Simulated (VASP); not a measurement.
Computed with PBE GGA, VASP's PBE PAW potentials (set 64) (plane waves; VASP).

A VASP calculation is set up with these files.

File KPOINTS:
```
Automatic mesh
0
Gamma
11 11 7
0 0 0
```

### INCAR
```
# general
SYSTEM  = Sc
PREC    = Accurate
ENCUT   = 530
LREAL   = .False.
LASPH   = .True.

# electronic loop
EDIFF   = 1E-7
NELM    = 100
ALGO    = Normal
LMAXMIX = 4

# smearing
ISMEAR  = 1
SIGMA   = 0.1

# functional
GGA     = PE

# ions
IBRION  = 6
NSW     = 1
ISIF    = 3
POTIM   = 0.015
NFREE   = 2

# output
LWAVE   = .False.
LCHARG  = .False.
```

**POSCAR**
```
Sc
1
    1.6585090239    -2.8726218071    -0.0000000000
    1.6585090239     2.8726218071     0.0000000000
    0.0000000000    -0.0000000000     5.1621778717
Sc
2
Direct
  0.3333330000   0.6666670000   0.2500000000
  0.6666670000   0.3333330000   0.7500000000
```

POTCAR, in this order: Sc_sv (PBE.64 set). Program: vasp_std.

Output of the run:

**OSZICAR**
```
...
       N       E                     dE             d eps       ncg     rms          rms(c)
DAV:   1    -0.125379044081E+02   -0.41698E-01   -0.24129E+00  9261   0.312E+01    0.146E+00
DAV:   2    -0.125123373265E+02    0.25567E-01   -0.17012E-01 11948   0.643E+00    0.857E-01
DAV:   3    -0.124964927559E+02    0.15845E-01   -0.52452E-02 12819   0.322E+00    0.111E-01
DAV:   4    -0.124962213700E+02    0.27139E-03   -0.21923E-03 11453   0.827E-01    0.572E-02
DAV:   5    -0.124962076334E+02    0.13737E-04   -0.92895E-05 11225   0.157E-01    0.109E-02
DAV:   6    -0.124962068465E+02    0.78688E-06   -0.66161E-06 10981   0.576E-02    0.243E-03
DAV:   7    -0.124962068032E+02    0.43319E-07   -0.55599E-07  9039   0.131E-02
   9 F= -.12496207E+02 E0= -.12495948E+02  d E =-.777362E-03
       N       E                     dE             d eps       ncg     rms          rms(c)
DAV:   1    -0.125066329257E+02   -0.10426E-01   -0.21087E+00  8224   0.323E+01    0.916E-01
DAV:   2    -0.125051880882E+02    0.14448E-02   -0.15256E-01 10712   0.636E+00    0.589E-01
DAV:   3    -0.124966026336E+02    0.85855E-02   -0.27444E-02 12256   0.243E+00    0.963E-02
DAV:   4    -0.124964382255E+02    0.16441E-03   -0.90475E-04 10115   0.504E-01    0.479E-02
DAV:   5    -0.124965037836E+02   -0.65558E-04   -0.26229E-04 12394   0.249E-01    0.483E-03
DAV:   6    -0.124965099549E+02   -0.61713E-05   -0.88523E-06  8923   0.457E-02    0.231E-03
DAV:   7    -0.124965147292E+02   -0.47743E-05   -0.40939E-07  9003   0.126E-02    0.425E-04
DAV:   8    -0.124965153125E+02   -0.58333E-06   -0.48140E-08  4770   0.502E-03    0.125E-04
DAV:   9    -0.124965154538E+02   -0.14130E-06   -0.19777E-08  4322   0.316E-03    0.107E-04
DAV:  10    -0.124965155341E+02   -0.80271E-07   -0.10763E-08  3909   0.262E-03
  10 F= -.12496516E+02 E0= -.12496255E+02  d E =-.780888E-03
       N       E                     dE             d eps       ncg     rms          rms(c)
DAV:   1    -0.125350433876E+02   -0.38528E-01   -0.24469E+00  9125   0.302E+01    0.146E+00
DAV:   2    -0.125114927455E+02    0.23551E-01   -0.16291E-01 11869   0.651E+00    0.843E-01
DAV:   3    -0.124966357023E+02    0.14857E-01   -0.41180E-02 12232   0.300E+00    0.945E-02
DAV:   4    -0.124965184312E+02    0.11727E-03   -0.14515E-03 10053   0.691E-01    0.523E-02
DAV:   5    -0.124965160905E+02    0.23407E-05   -0.72255E-05 10916   0.159E-01    0.535E-03
DAV:   6    -0.124965158307E+02    0.25984E-06   -0.22773E-06 11526   0.282E-02    0.265E-03
DAV:   7    -0.124965155781E+02    0.25262E-06   -0.13597E-07  5822   0.681E-03    0.715E-04
DAV:   8    -0.124965155492E+02    0.28880E-07   -0.41651E-08  4812   0.442E-03
  11 F= -.12496516E+02 E0= -.12496255E+02  d E =-.780942E-03
       N       E                     dE             d eps       ncg     rms          rms(c)
DAV:   1    -0.125107440994E+02   -0.14229E-01   -0.19291E+00  8133   0.273E+01    0.939E-01
DAV:   2    -0.125052263953E+02    0.55177E-02   -0.11804E-01 11625   0.535E+00    0.577E-01
DAV:   3    -0.124965998836E+02    0.86265E-02   -0.22209E-02 12073   0.222E+00    0.821E-02
DAV:   4    -0.124965148405E+02    0.85043E-04   -0.79642E-04 10182   0.475E-01    0.450E-02
DAV:   5    -0.124965050436E+02    0.97969E-05   -0.19608E-04 12604   0.228E-01    0.434E-03
DAV:   6    -0.124965075977E+02   -0.25541E-05   -0.70818E-06  8684   0.400E-02    0.212E-03
DAV:   7    -0.124965092171E+02   -0.16194E-05   -0.26514E-07  8143   0.107E-02    0.487E-04
DAV:   8    -0.124965095025E+02   -0.28538E-06   -0.49089E-08  4910   0.562E-03    0.131E-04
DAV:   9    -0.124965095579E+02   -0.55423E-07   -0.21344E-08  4637   0.335E-03
  12 F= -.12496510E+02 E0= -.12496248E+02  d E =-.785954E-03
       N       E                     dE             d eps       ncg     rms          rms(c)
DAV:   1    -0.125342681435E+02   -0.37759E-01   -0.24098E+00  8852   0.298E+01    0.145E+00
DAV:   2    -0.125116600471E+02    0.22608E-01   -0.16677E-01 11742   0.649E+00    0.848E-01
DAV:   3    -0.124966803678E+02    0.14980E-01   -0.42912E-02 12088   0.307E+00    0.103E-01
DAV:   4    -0.124965131435E+02    0.16722E-03   -0.17127E-03 10291   0.763E-01    0.543E-02
DAV:   5    -0.124965101062E+02    0.30373E-05   -0.81420E-05 10667   0.165E-01    0.529E-03
DAV:   6    -0.124965099289E+02    0.17735E-06   -0.24801E-06 11637   0.280E-02    0.273E-03
DAV:   7    -0.124965096469E+02    0.28199E-06   -0.15346E-07  5603   0.790E-03    0.591E-04
DAV:   8    -0.124965096261E+02    0.20799E-07   -0.47668E-08  4665   0.500E-03
  13 F= -.12496510E+02 E0= -.12496248E+02  d E =-.786014E-03
       N       E                     dE             d eps       ncg     rms          rms(c)
DAV:   1    -0.124963329543E+02    0.17669E-03   -0.20634E+00  9322   0.415E+01    0.628E-01
DAV:   2    -0.125017059214E+02   -0.53730E-02   -0.13861E-01  9142   0.604E+00    0.383E-01
DAV:   3    -0.124973752523E+02    0.43307E-02   -0.92346E-03 12646   0.148E+00    0.801E-02
DAV:   4    -0.124973139515E+02    0.61301E-04   -0.84730E-04 12692   0.399E-01    0.113E-02
DAV:   5    -0.124973248476E+02   -0.10896E-04   -0.21945E-05 11099   0.865E-02    0.333E-03
DAV:   6    -0.124973287491E+02   -0.39015E-05   -0.88043E-07 10867   0.156E-02    0.678E-04
DAV:   7    -0.124973291619E+02   -0.41276E-06   -0.54503E-08  5804   0.740E-03    0.163E-04
DAV:   8    -0.124973291721E+02   -0.10271E-07   -0.23694E-08  5144   0.281E-03
  14 F= -.12497329E+02 E0= -.12497037E+02  d E =-.877043E-03
       N       E                     dE             d eps       ncg     rms          rms(c)
DAV:   1    -0.124881222642E+02    0.92069E-02   -0.26724E+00  9306   0.432E+01    0.138E-01
DAV:   2    -0.124972147655E+02   -0.90925E-02   -0.10119E-01  8238   0.361E+00    0.624E-02
DAV:   3    -0.124973800877E+02   -0.16532E-03   -0.41381E-03 12506   0.772E-01    0.360E-02
DAV:   4    -0.124973295352E+02    0.50553E-04   -0.20083E-04 11064   0.341E-01    0.682E-03
DAV:   5    -0.124973294677E+02    0.67556E-07   -0.10792E-05 11172   0.438E-02    0.402E-03
DAV:   6    -0.124973291944E+02    0.27326E-06   -0.10851E-06 11985   0.258E-02    0.812E-04
DAV:   7    -0.124973291807E+02    0.13709E-07   -0.95156E-08  5368   0.731E-03
  15 F= -.12497329E+02 E0= -.12497037E+02  d E =-.877062E-03
       N       E                     dE             d eps       ncg     rms          rms(c)
DAV:   1    -0.124887653300E+02    0.85639E-02   -0.21948E+00  3564   0.414E+01    0.114E-01
DAV:   2    -0.124969108611E+02   -0.81455E-02   -0.87493E-02  3056   0.328E+00    0.466E-02
DAV:   3    -0.124970554496E+02   -0.14459E-03   -0.32825E-03  4803   0.748E-01    0.227E-02
DAV:   4    -0.124970113023E+02    0.44147E-04   -0.10653E-04  4300   0.233E-01    0.668E-03
DAV:   5    -0.124970043038E+02    0.69985E-05   -0.17412E-05  4675   0.841E-02    0.147E-03
DAV:   6    -0.124970037354E+02    0.56843E-06   -0.12640E-06  4173   0.194E-02    0.646E-04
DAV:   7    -0.124970039112E+02   -0.17585E-06   -0.69902E-08  2481   0.554E-03    0.221E-04
DAV:   8    -0.124970039882E+02   -0.77037E-07   -0.17522E-08  2208   0.361E-03
  16 F= -.12497004E+02 E0= -.12496712E+02  d E =-.876266E-03
       N       E                     dE             d eps       ncg     rms          rms(c)
DAV:   1    -0.124843965375E+02    0.12607E-01   -0.35821E+00  3572   0.530E+01    0.181E-01
DAV:   2    -0.124968439576E+02   -0.12447E-01   -0.13955E-01  2971   0.410E+00    0.689E-02
DAV:   3    -0.124970495358E+02   -0.20558E-03   -0.51148E-03  4615   0.955E-01    0.300E-02
DAV:   4    -0.124970114145E+02    0.38121E-04   -0.14693E-04  4420   0.253E-01    0.106E-02
DAV:   5    -0.124970040352E+02    0.73793E-05   -0.27884E-05  4497   0.131E-01    0.175E-03
DAV:   6    -0.124970040515E+02   -0.16266E-07   -0.18334E-06  4131   0.190E-02    0.828E-04
DAV:   7    -0.124970040395E+02    0.12004E-07   -0.60364E-08  2628   0.472E-03
  17 F= -.12497004E+02 E0= -.12496712E+02  d E =-.876287E-03
```

**OUTCAR**
```
------------------------ aborting loop because EDIFF is reached ----------------------------------------
  FORCE on cell =-STRESS in cart. coord.  units (eV):
  Direction    XX          YY          ZZ          XY          YZ          ZX
  --------------------------------------------------------------------------------------
  Total        0.0567846      0.0567846      0.0007549      0.0000000     -0.0000000      0.0000000
  in kB        1.8496180      1.8496179      0.0245894      0.0000000     -0.0000000      0.0000000
  external PRESSURE =       1.2412751 kB  Pullay stress =       0.0000000 kB
  volume of cell :       49.19
      direct lattice vectors                 reciprocal lattice vectors
     1.658509024 -2.872621807  0.000000000     0.301475598 -0.174057023  0.000000000
     1.658509024  2.872621807  0.000000000     0.301475598  0.174057023  0.000000000
     0.000000000  0.000000000  5.162177872     0.000000000  0.000000000  0.193716688
 POSITION                                       TOTAL-FORCE (eV/Angst)
 -----------------------------------------------------------------------------------
      1.65851      0.95754      1.27554        -0.000000     -0.000000      0.063987
      1.65851     -0.95754      3.87163         0.000000      0.000000     -0.063987
 -----------------------------------------------------------------------------------
    total drift:                                0.000000      0.000467     -0.000651
  FREE ENERGIE OF THE ION-ELECTRON SYSTEM (eV)
  ---------------------------------------------------
  free  energy   TOTEN  =       -12.4970040395 eV

  energy  without entropy=      -12.4961277526  energy(sigma->0) =      -12.49671194

   1 f  =    6.813137 THz    42.808203 2PiTHz  227.261793 cm-1    28.176859 meV
             X         Y         Z           dx          dy          dz
      1.658509  0.957543  1.290544     0.000000   -0.000000    0.707107
      1.658509 -0.957543  3.871633    -0.000000    0.000000   -0.707107

   2 f  =    3.827180 THz    24.046882 2PiTHz  127.660988 cm-1    15.827938 meV
             X         Y         Z           dx          dy          dz
      1.658509  0.957543  1.290544    -0.707107    0.000000    0.000000
      1.658509 -0.957543  3.871633     0.707107   -0.000000    0.000000

   3 f  =    3.827180 THz    24.046881 2PiTHz  127.660984 cm-1    15.827938 meV
             X         Y         Z           dx          dy          dz
      1.658509  0.957543  1.290544     0.000000    0.707107   -0.000000
      1.658509 -0.957543  3.871633    -0.000000   -0.707107   -0.000000

   4 f  =    0.000000 THz     0.000000 2PiTHz    0.000001 cm-1     0.000000 meV
             X         Y         Z           dx          dy          dz
      1.658509  0.957543  1.290544     0.157962   -0.650152   -0.228803
      1.658509 -0.957543  3.871633     0.157962   -0.650152   -0.228803

   5 f  =    0.000000 THz     0.000000 2PiTHz    0.000000 cm-1     0.000000 meV
             X         Y         Z           dx          dy          dz
      1.658509  0.957543  1.290544     0.667359    0.085602    0.217495
      1.658509 -0.957543  3.871633     0.667359    0.085602    0.217495

   6 f/i=    0.000000 THz     0.000000 2PiTHz    0.000001 cm-1     0.000000 meV
             X         Y         Z           dx          dy          dz
      1.658509  0.957543  1.290544     0.172277    0.264528   -0.632729
      1.658509 -0.957543  3.871633     0.172277    0.264528   -0.632729

 ELASTIC MODULI CONTR FROM IONIC RELAXATION (kBar)
 Direction    XX          YY          ZZ          XY          YZ          ZX
 --------------------------------------------------------------------------------
 XX         -64.0625     64.0625      0.0000      0.0000     -0.0000      0.0000
 YY          64.0625    -64.0625     -0.0000     -0.0000      0.0000      0.0000
 ZZ           0.0000     -0.0000     -0.0000     -0.0000     -0.0000      0.0000
 XY           0.0000     -0.0000     -0.0000    -64.0625      0.0000      0.0000
 YZ          -0.0000      0.0000     -0.0000      0.0000     -0.0000      0.0000
 ZX           0.0000      0.0000      0.0000      0.0000      0.0000      0.0000
 --------------------------------------------------------------------------------

 TOTAL ELASTIC MODULI (kBar)
 Direction    XX          YY          ZZ          XY          YZ          ZX
 --------------------------------------------------------------------------------
 XX        1022.4109    409.5127    255.4316      0.0000      0.0000      0.0000
 YY         409.5127   1022.4108    255.4316     -0.0000      0.0000      0.0000
 ZZ         255.4316    255.4316   1094.6841     -0.0000     -0.0000      0.0000
 XY           0.0000     -0.0000     -0.0000    306.4491      0.0000     -0.0000
 YZ           0.0000      0.0000     -0.0000      0.0000    281.8213      0.0000
 ZX          -0.0000      0.0000      0.0000     -0.0000      0.0000    281.8212
 --------------------------------------------------------------------------------
```
(Selected blocks of OUTCAR.)

Finite-difference elastic constants of metals are sensitive to mesh and smearing; shear constants can be off by tens of GPa.

The compound is Sc in the hcp structure. It was relaxed first.
